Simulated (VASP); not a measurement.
# Al2C3 (P4/mmm) in VASP: notebook

Runs on Al2C3. Level: PBE. Tasks: single point, relaxation of cell and atoms.

Program: VASP 6.6.1. These are calculated values, not measurements. Logs are shortened: lines on timing, memory, paths and dates and some standing lists are left out, and cuts for length are marked.

## (1) The cell of the first run

Symmetry: P4/mmm, No. 123, tetragonal system. Conventional cell: a = 3.735 Å, b = 3.735 Å, c = 3.679 Å, α = 90.00°, β = 90.00°, γ = 90.00°. Around Al (site symmetry mmm) lie 4 C at 2.19 Å. C (site symmetry 4mm) has 1 C at 1.37 Å as nearest neighbours. Around C (site symmetry 4/mmm) lie 8 Al at 2.62 Å and 8 C at 2.73 Å.

The cell was built by a generator and needn't be a form met in nature.

## (2) Single point, PBE (random cell by space group and Wyckoff sites (P4/mmm, No. 123))

Input file INCAR:

```
PREC = Accurate
ENCUT = 520
EDIFF = 1E-6
ISMEAR = 0
SIGMA = 0.1
LREAL = F
LASPH = T
NELM = 60
ALGO = Fast
ISIF = 2
LWAVE = F
LCHARG = T
GGA = PE
LELF = T
LVHAR = T
NBANDS = 17
```

Input file KPOINTS:

```
Automatic mesh
0
Gamma
  10 10 10
```

Input file POSCAR:

```
Al2C3
1.0
    3.7349135004      0.0000000000      0.0000000000
    0.0000000000      3.7349135004      0.0000000000
    0.0000000000      0.0000000000      3.6788433637
Al C
2 3
Direct
    0.0000000000      0.5000000000      0.5000000000
    0.5000000000      0.0000000000      0.5000000000
    0.5000000000      0.5000000000      0.1867217531
    0.5000000000      0.5000000000      0.8132782469
    0.0000000000      0.0000000000      0.0000000000
```

Potentials or basis: VASP PAW PBE potentials, release 64 (Al, C).

Launch:

```bash
$ cat potpaw_PBE.64/Al/POTCAR potpaw_PBE.64/C/POTCAR > POTCAR
$ mpirun -np 1 vasp_std > vasp.out
```

OUTCAR:

```text
PREC = Accurate
   ENCUT = 520
   EDIFF = 1E-6
   ISMEAR = 0
   LREAL = F
   LASPH = T
   NELM = 60
   ISIF = 2
   GGA = PE

 ion  position               nearest neighbor table
   1  0.000  0.500  0.500-   3 2.19   4 2.19   3 2.19   4 2.19   5 2.62   5 2.62   5 2.62   5 2.62
                             2 2.64   2 2.64   2 2.64   2 2.64
   2  0.500  0.000  0.500-   3 2.19   4 2.19   3 2.19   4 2.19   5 2.62   5 2.62   5 2.62   5 2.62
                             1 2.64   1 2.64   1 2.64   1 2.64
   3  0.500  0.500  0.187-   4 1.37   2 2.19   1 2.19   2 2.19   1 2.19
   4  0.500  0.500  0.813-   3 1.37   2 2.19   1 2.19   2 2.19   1 2.19
   5  0.000  0.000  0.000-   1 2.62   2 2.62   1 2.62   2 2.62   1 2.62   1 2.62   2 2.62   2 2.62

  LATTYP: Found a simple tetragonal cell.
 ALAT       =     3.7349135004
 C/A-ratio  =     0.9849875675

  Lattice vectors:

 A1 = (   3.7349135004,   0.0000000000,   0.0000000000)
 A2 = (   0.0000000000,   3.7349135004,   0.0000000000)
 A3 = (   0.0000000000,   0.0000000000,   3.6788433637)

Analysis of symmetry for initial positions (statically):
=====================================================================
 Subroutine PRICEL returns:
 Original cell was already a primitive cell.

 Routine SETGRP: Setting up the symmetry group for a
 simple tetragonal supercell.

 Subroutine GETGRP returns: Found 16 space group operations
 (whereof 16 operations were pure point group operations)
 out of a pool of 16 trial point group operations.

The static configuration has the point symmetry D_4h.

Analysis of symmetry for dynamics (positions and initial velocities):
=====================================================================
 Subroutine PRICEL returns:
 Original cell was already a primitive cell.

 Routine SETGRP: Setting up the symmetry group for a
 simple tetragonal supercell.

 Subroutine GETGRP returns: Found 16 space group operations
 (whereof 16 operations were pure point group operations)
 out of a pool of 16 trial point group operations.

The dynamic configuration has the point symmetry D_4h.

 Subroutine INISYM returns: Found 16 space group operations
 (whereof 16 operations are pure point group operations),
 and found     1 'primitive' translations

----------------------------------------------------------------------------------------

                                     Primitive cell

  volume of cell :      51.3183

  direct lattice vectors                    reciprocal lattice vectors
     3.734913500  0.000000000  0.000000000     0.267743818  0.000000000  0.000000000
     0.000000000  3.734913500  0.000000000     0.000000000  0.267743818  0.000000000
     0.000000000  0.000000000  3.678843364     0.000000000  0.000000000  0.271824566

  length of vectors
     3.734913500  3.734913500  3.678843364     0.267743818  0.267743818  0.271824566

  position of ions in fractional coordinates (direct lattice)
     0.000000000  0.500000000  0.500000000
     0.500000000  0.000000000  0.500000000
     0.500000000  0.500000000  0.186721753
     0.500000000  0.500000000  0.813278247
     0.000000000  0.000000000  0.000000000

  ion indices of the primitive-cell ions
   primitive index   ion index
                 1           1
                 2           2
                 3           3
                 4           4
                 5           5

----------------------------------------------------------------------------------------

 KPOINTS: Automatic mesh

Automatic generation of k-mesh.
 Grid dimensions read from file:
 generate k-points for:   10   10   10

 Generating k-lattice:

  Cartesian coordinates                     Fractional coordinates (reciprocal lattice)
     0.026774382  0.000000000  0.000000000     0.100000000  0.000000000  0.000000000
     0.000000000  0.026774382  0.000000000     0.000000000  0.100000000  0.000000000
     0.000000000  0.000000000  0.027182457     0.000000000  0.000000000  0.100000000

  Length of vectors
     0.026774382  0.026774382  0.027182457

  Shift w.r.t. Gamma in fractional coordinates (k-lattice)
     0.000000000  0.000000000  0.000000000

 Subroutine IBZKPT returns following result:
 ===========================================

 Found    126 irreducible k-points:

 Following reciprocal coordinates:
            Coordinates               Weight
  0.000000  0.000000  0.000000      1.000000
  0.100000  0.000000  0.000000      4.000000
  0.200000  0.000000  0.000000      4.000000
  0.300000  0.000000  0.000000      4.000000
  0.400000  0.000000  0.000000      4.000000
  0.500000  0.000000  0.000000      2.000000
[... 16 lines left out ...]
  0.100000  0.000000  0.100000      8.000000
  0.200000  0.000000  0.100000      8.000000
 [... further k-points ...]
   k-points           NKPTS =    126   k-points in BZ     NKDIM =    126   number of bands    NBANDS=     17
   number of dos      NEDOS =    301   number of ions     NIONS =      5
   total plane-waves  NPLWV =  21952
   dimension x,y,z NGX =    28 NGY =   28 NGZ =   28
   dimension x,y,z NGXF=    56 NGYF=   56 NGZF=   56
   ions per type =               2   3
   NGX,Y,Z   is equivalent  to a cutoff of  12.46, 12.46, 12.65 a.u.
   NGXF,Y,Z  is equivalent  to a cutoff of  24.93, 24.93, 25.31 a.u.
 SYSTEM =  unknown system
   PREC   = accura    normal or accurate (medium, high low for compatibility)
   ISTART =      0    job   : 0-new  1-cont  2-samecut
   ICHARG =      2    charge: 1-file 2-atom 10-const
   ISPIN  =      1    spin polarized calculation?
   LNONCOLLINEAR =      F non collinear calculations
   LSORBIT =      F    spin-orbit coupling
   LASPH  =      T    aspherical Exc in radial PAW
   ENCUT  =  520.0 eV  38.22 Ry    6.18 a.u.   6.94  6.94  6.84*2*pi/ulx,y,z
   NELM   =     60;   NELMIN=  2; NELMDL= -5     # of ELM steps
   EDIFF  = 0.1E-05   stopping-criterion for ELM
   LREAL  =      F    real-space projection
   EDIFFG = 0.1E-04   stopping-criterion for IOM
   NSW    =      0    number of steps for IOM
   IBRION =     -1    ionic relax: 0-MD 1-quasi-New 2-CG
   NFREE  =      0    steps in history (QN), initial steepest desc. (CG)
   ISIF   =      2    stress and relaxation
   ISYM   =      2    0-nonsym 1-usesym 2-fastsym
   POTIM  = 0.5000    time-step for ionic-motion
   TEBEG  =    0.0;   TEEND  =   0.0 temperature during run
   PSTRESS=    0.0 pullay stress
   NELECT =      18.0000    total number of electrons
   NUPDOWN=      -1.0000    fix difference up-down
   EMIN   =  10.00;   EMAX   =-10.00  energy-range for DOS
   EFERMI =   0.00;   METHOD = LEGACY
   ISMEAR =     0;   SIGMA  =   0.10  broadening in eV -4-tet -1-fermi 0-gaus
   EFERMI_NEDOS =   21; number of points for ismear=-14 and -15
   IALGO  =     68    algorithm
   IMIX   =      4    mixing-type and parameters
     AMIX     =   0.40;   BMIX     =  1.00
     AMIX_MAG =   1.60;   BMIX_MAG =  1.00
  volume/ion in A,a.u.               =      10.26        69.26
  Fermi-wavevector in a.u.,A,eV,Ry     =   1.154538  2.181760 18.135992  1.332958
  Thomas-Fermi vector in A             =   2.291174
   LORBIT       =      0    0 simple, 1 ext, 2 COOP (PROOUT), +10 PAW based schemes
   GGA     = PE    functional components
   LHFCALC =     F    Hartree Fock is set to
   AEXX    =    0.0000 exact exchange contribution
   IVDW    =     0    specifies the selected vdW correction
   LEPSILON=     F    determine dielectric tensor
   LRPA    =     F    only Hartree local field effects (RPA)
 non-spin polarized calculation
 RMM-DIIS sequential band-by-band and
 Gauss-broadening in eV      SIGMA  =   0.10
  energy-cutoff  :      520.00
  volume of cell :       51.32
 maximum number of plane-waves:      1402
 NGX is ok and might be reduce to    28
   NGX = 13   NGY = 13   NGZ = 13

 number of electron      18.0000001 magnetization

 Free energy of the ion-electron system (eV)
  ---------------------------------------------------
  ext. energy  EPLUGINS =         0.00000000
  ---------------------------------------------------
  free energy    TOTEN  =       -27.28153961 eV

  energy without entropy =      -27.27357410  energy(sigma->0) =      -27.27755685

 E-fermi :   7.9162     XC(G=0): -11.2673

 val. band max:        7.8926748629   @ k =   0.4000   0.4000   0.0000
 cond. band min:       7.9165035925   @ k =   0.3000   0.1000   0.5000
 fundamental gap:      0.0238287296
 Fermi energy:         7.9161527778

 k-point     1 :       0.0000    0.0000    0.0000
  band No.  band energies     occupation
      1      -8.2289      2.00000
      2      -1.8650      2.00000
      3       0.2336      2.00000
      4       1.5160      2.00000
      5       1.9218      2.00000
      6       1.9218      2.00000
[... 9 lines left out ...]
     16      15.3127      0.00000
     17      15.3145      0.00000

 k-point     2 :       0.1000    0.0000    0.0000
  band No.  band energies     occupation
      1      -8.1686      2.00000
      2      -2.0299      2.00000
      3       0.1638      2.00000
      4       1.5741      2.00000
      5       1.9877      2.00000
      6       2.0418      2.00000
[... 9 lines left out ...]
     16      15.5367      0.00000
     17      15.7159      0.00000

 k-point     3 :       0.2000    0.0000    0.0000
  band No.  band energies     occupation
      1      -7.9980      2.00000
      2      -2.4848      2.00000
      3       0.0696      2.00000
      4       1.7400      2.00000
      5       2.1764      2.00000
      6       2.3359      2.00000
[... 9 lines left out ...]
     16      15.8853      0.00000
     17      16.6812      0.00000

 k-point     4 :       0.3000    0.0000    0.0000
  band No.  band energies     occupation
      1      -7.7542      2.00000
      2      -3.0743      2.00000
      3       0.0443      2.00000
      4       1.9825      2.00000
      5       2.4536      2.00000
      6       2.7236      2.00000
[... 9 lines left out ...]
     16      15.9490      0.00000
     17      16.3119      0.00000

 k-point     5 :       0.4000    0.0000    0.0000
  band No.  band energies     occupation
      1      -7.5173      2.00000
      2      -3.5758      2.00000
      3       0.0599      2.00000
      4       2.2269      2.00000
      5       2.7355      2.00000
      6       3.1243      2.00000
[... 9 lines left out ...]
     16      15.7676      0.00000
     17      15.9005      0.00000

 k-point     6 :       0.5000    0.0000    0.0000
  band No.  band energies     occupation
      1      -7.4130      2.00000
      2      -3.7771      2.00000
      3       0.0710      2.00000
      4       2.3385      2.00000
      5       2.8656      2.00000
      6       3.3279      2.00000
[... 9 lines left out ...]
     16      15.6437      0.00000
     17      15.7401      0.00000
[... 281 lines left out ...]
 k-point    21 :       0.5000    0.5000    0.0000
  band No.  band energies     occupation
      1      -6.9290      2.00000
      2      -2.3126      2.00000
      3      -0.5322      2.00000
      4      -0.5322      2.00000
      5       0.5766      2.00000
      6       2.7568      2.00000
[... 9 lines left out ...]
     16      19.3045      0.00000
     17      19.8053      0.00000

 k-point    22 :       0.0000    0.0000    0.1000
  band No.  band energies     occupation
      1      -8.1506      2.00000
      2      -1.9178      2.00000
      3      -0.5686      2.00000
      4       2.0114      2.00000
      5       2.0114      2.00000
      6       2.4747      2.00000
[... 9 lines left out ...]
     16      15.3861      0.00000
     17      15.3896      0.00000

 k-point    23 :       0.1000    0.0000    0.1000
  band No.  band energies     occupation
      1      -8.0908      2.00000
      2      -2.0468      2.00000
      3      -0.6241      2.00000
      4       2.0420      2.00000
      5       2.0773      2.00000
      6       2.5689      2.00000
[... 9 lines left out ...]
     16      15.6531      0.00000
     17      15.7859      0.00000

 k-point    24 :       0.2000    0.0000    0.1000
  band No.  band energies     occupation
      1      -7.9220      2.00000
      2      -2.4471      2.00000
      3      -0.6742      2.00000
      4       2.1657      2.00000
      5       2.2658      2.00000
      6       2.7946      2.00000
[... 9 lines left out ...]
     16      16.0607      0.00000
     17      16.5718      0.00000

 [... further k-points ...]

------------------------ aborting loop because EDIFF is reached ----------------------------------------

  FORCE on cell =-STRESS in cart. coord.  units (eV):
  Direction    XX          YY          ZZ          XY          YZ          ZX
  --------------------------------------------------------------------------------------
  -------------------------------------------------------------------------------------
  Total       -0.0304339     -0.0304339      0.0809106      0.0000000     -0.0000000      0.0000000
  in kB       -0.9501576     -0.9501576      2.5260594      0.0000000     -0.0000000      0.0000000
  external PRESSURE =       0.2085814 kB  Pullay stress =       0.0000000 kB

 VOLUME and BASIS-vectors are now :
 -----------------------------------------------------------------------------
  energy-cutoff  :      520.00
  volume of cell :       51.32
      direct lattice vectors                 reciprocal lattice vectors
     3.734913500  0.000000000  0.000000000     0.267743818  0.000000000  0.000000000
     0.000000000  3.734913500  0.000000000     0.000000000  0.267743818  0.000000000
     0.000000000  0.000000000  3.678843364     0.000000000  0.000000000  0.271824566

 POSITION                                       TOTAL-FORCE (eV/Angst)
 -----------------------------------------------------------------------------------
      0.00000      1.86746      1.83942         0.000000      0.000000      0.000000
      1.86746      0.00000      1.83942         0.000000      0.000000      0.000000
      1.86746      1.86746      0.68692         0.000000     -0.000000      0.074383
      1.86746      1.86746      2.99192         0.000000      0.000000     -0.074383
      0.00000      0.00000      0.00000         0.000000      0.000000      0.000000
 -----------------------------------------------------------------------------------
    total drift:                                0.000000      0.000000     -0.000000

  FREE ENERGIE OF THE ION-ELECTRON SYSTEM (eV)
  ---------------------------------------------------
  free  energy   TOTEN  =       -27.2815396091 eV

  energy  without entropy=      -27.2735740972  energy(sigma->0) =      -27.27755685
```

Wall time 2.2 min (1 thread of Intel Xeon Platinum 8175M at 2.50GHz (Skylake/Cascade Lake), shared host); peak memory 0.21 GiB.

Results:

| Property | Result |
| --- | --- |
| Free energy | -27.2815 eV |
| Pressure | 0.0 GPa |
| Largest force | 0.074 eV/Å |
| Band gap on the k mesh | none (metal or under the smearing width) |

Forces in eV/Å, atoms in the order of the input:
```
Al   0.000  0.000  0.000
Al   0.000  0.000  0.000
C    0.000  0.000  0.074
C    0.000  0.000 -0.074
C    0.000  0.000  0.000
```

## (3) Relaxation of cell and atoms, PBE (random cell by space group and Wyckoff sites (P4/mmm, No. 123))

Input file INCAR:

```
SYSTEM = Al2C3
PREC = Accurate
ENCUT = 600
EDIFF = 1E-7
ISMEAR = 0
SIGMA = 0.1
LREAL = .False.
LASPH = .True.
NELM = 60
ALGO = Fast
ISIF = 3
LWAVE = .False.
LCHARG = .False.
GGA = PE
IBRION = 2
NSW = 100
EDIFFG = -0.01
```

Input file KPOINTS:

```
regular mesh
0
Gamma
  10 10 10
  0 0 0
```

Input file POSCAR:

```
Al2C3
1.0
    3.7452950747      0.0000000000      0.0000000000
    0.0000000000      3.7452950747      0.0000000000
    0.0000000000      0.0000000000      3.6609991631
Al C
2 3
Direct
    0.0000000000      0.5000000000      0.5000000000
    0.5000000000      0.0000000000      0.5000000000
    0.5000000000      0.5000000000      0.1872033924
    0.5000000000      0.5000000000      0.8127966076
    0.0000000000      0.0000000000      0.0000000000
```

Potentials or basis: VASP PAW PBE potentials, release 64 (Al, C).

Launch:

```bash
$ cat potpaw_PBE.64/Al/POTCAR potpaw_PBE.64/C/POTCAR > POTCAR
$ mpirun -np 1 vasp_std > vasp.out
```

Run time: 8.7 min. Hardware: 1 thread of Intel Xeon Platinum 8175M at 2.50GHz (Skylake/Cascade Lake), shared host; peak memory 0.23 GiB.

Results (log left out):

```
Free energy                            : -27.2838 eV
Relaxed volume                         : 10.25 Å³/atom
Relaxed cell                           : a = 3.733 Å, b = 3.733 Å, c = 3.678 Å, α = 90.00°, β = 90.00°, γ = 90.00°
Space group after relaxing (to 0.05 Å) : P4/mmm (No. 123)
Energy gained by relaxing              : 0.3 meV/atom
Ionic steps                            : 9
Pressure after relaxing                : 0.0 GPa
Band gap on the k mesh                 : none (metal or under the smearing width)
```

Step by step:
| step | energy change (eV) | largest force (eV/Å) | pressure (GPa) | volume (Å³) |
| --- | --- | --- | --- | --- |
| 1 | 0.0000 | 0.1048 | -0.14 | 51.35 |
| 2 | 0.0008 | 0.4011 | -0.51 | 51.29 |
| 3 | -0.0006 | 0.0941 | -0.30 | 51.33 |
| 4 | -0.0013 | 0.0253 | 0.20 | 51.17 |
| 5 | -0.0013 | 0.0195 | 0.24 | 51.16 |
| 6 | -0.0014 | 0.0165 | 0.05 | 51.25 |
| 7 | -0.0014 | 0.0182 | 0.04 | 51.25 |
| 8 | -0.0014 | 0.0513 | -0.12 | 51.28 |
| 9 | -0.0014 | 0.0000 | 0.00 | 51.26 |

Final structure:
```
Al C
1.0
     3.73308    0.00000    0.00000
     0.00000    3.73308    0.00000
     0.00000    0.00000    3.67823
Al C
2 3
Direct
  0.00000 0.50000 0.50000
  0.50000 0.00000 0.50000
  0.50000 0.50000 0.18699
  0.50000 0.50000 0.81301
  0.00000 0.00000 0.00000
```

Levels at points of the mesh, in eV from the Fermi level:
```
           k point  band 5  band 6  band 7  band 8  band 9  band 10  band 11  band 12  band 13
(0.00, 0.00, 0.00)   -6.00   -6.00   -0.35    0.65    0.65     0.77     1.00     1.95     1.95
(0.50, 0.00, 0.00)   -5.05   -4.59   -2.65   -2.46   -1.86     0.34     2.30     2.84     5.11
(0.50, 0.50, 0.00)   -7.34   -5.16   -1.32    0.24    0.24     0.62     1.28     1.28     3.47
(0.00, 0.00, 0.50)   -4.40   -4.21   -2.55   -2.55   -0.94     1.13     1.13     3.13     3.57
(0.50, 0.00, 0.50)   -3.45   -3.05   -2.73   -1.74   -0.81     0.21     0.33     1.84     2.65
(0.50, 0.50, 0.50)   -6.46   -5.46   -5.18   -5.18   -0.81     1.89     1.89     5.98     7.50
```
